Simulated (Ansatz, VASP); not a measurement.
# NaC8 in VASP and in Ansatz

The input INCAR:

```
SYSTEM = NaC8
  PREC = Accurate
  ENCUT = 520
  EDIFF = 1E-6
  ISMEAR = 0
  SIGMA = 0.2
  LREAL = .FALSE.
  LASPH = .TRUE.
  NELM = 100
  ALGO = Normal
  ISIF = 2
  LWAVE = .FALSE.
  LCHARG = .FALSE.
  GGA = PE
  IVDW = 12
  NBANDS = 30
```

The input KPOINTS:

```
regular mesh
0
G
  6 6 6
  0 0 0
```

File POSCAR:

```
NaC8
1.0
    0.0000000000      0.0000000000      4.4859972348
    4.9759645509      0.0000000000      0.0000000000
   -2.4879822755      4.3093117094      0.0000000000
Na C
1 8
Direct
    0.5000000000      0.0000000000      0.0000000000
    0.0000000000      0.3346974444      0.1673487222
    0.0000000000      0.3333333333      0.6666666667
    0.0000000000      0.8326512778      0.1673487222
    0.0000000000      0.8326512778      0.6653025556
    0.0000000000      0.1673487222      0.3346974444
    0.0000000000      0.1673487222      0.8326512778
    0.0000000000      0.6666666667      0.3333333333
    0.0000000000      0.6653025556      0.8326512778
```

Input for Ansatz:

```yaml
crystal:
  lattice:
    - [0.0, 0.0, 4.4859972348]
    - [4.9759645509, 0.0, 0.0]
    - [-2.4879822755, 4.3093117094, 0.0]
  atoms:
    - { symbol: Na, position: [0.5, 0.0, 0.0] }
    - { symbol: C, position: [0.0, 0.3346974444, 0.1673487222] }
    - { symbol: C, position: [0.0, 0.3333333333, 0.6666666667] }
    - { symbol: C, position: [0.0, 0.8326512778, 0.1673487222] }
    - { symbol: C, position: [0.0, 0.8326512778, 0.6653025556] }
    - { symbol: C, position: [0.0, 0.1673487222, 0.3346974444] }
    - { symbol: C, position: [0.0, 0.1673487222, 0.8326512778] }
    - { symbol: C, position: [0.0, 0.6666666667, 0.3333333333] }
    - { symbol: C, position: [0.0, 0.6653025556, 0.8326512778] }
basis:
  ecutwfc: 420
kpoints:
  mp_grid: { grid: [6, 6, 6] }
hamiltonian:
  xc: pbe
  dispersion: d3bj
scf:
  occupations: { method: gaussian, width: 0.2 }
  lower_state_search: "off"
output:
  forces: true
  stress: true
  eigenvalues: true
```

Alike in both runs: task single point; functional PBE; dispersion D3(BJ); k mesh 6 × 6 × 6; occupations gaussian, width 0.2 eV; no spin polarisation.

```csv
,VASP,Ansatz
version,VASP 6.6.1,Ansatz 0.2.0
potentials or method,"VASP PAW PBE potentials, release 64 (Na_pv, C)","scalar-relativistic, plane waves, PAW"
plane-wave cutoff (eV),520,420
valence electrons in the cell,39,41
```

```tsv
	VASP	Ansatz	Ansatz less VASP
gap on the k mesh at the Fermi level (eV)	none	none	-
pressure (GPa)	0.3	0.2	-0.13
largest component of the traceless stress (GPa)	0.28	0.04	-0.241
rms of the force components (eV/Å)	0.004	0.005	+0.0011
```

Atom by atom the forces differ by 0.001 eV/Å (rms over components). A gap of «none» marks a metal or a gap that the smearing closes. The two sets of potentials don't hold the same shells in valence.

Caveats: pairwise dispersion overbinds metals, which lowers pressure and volume.
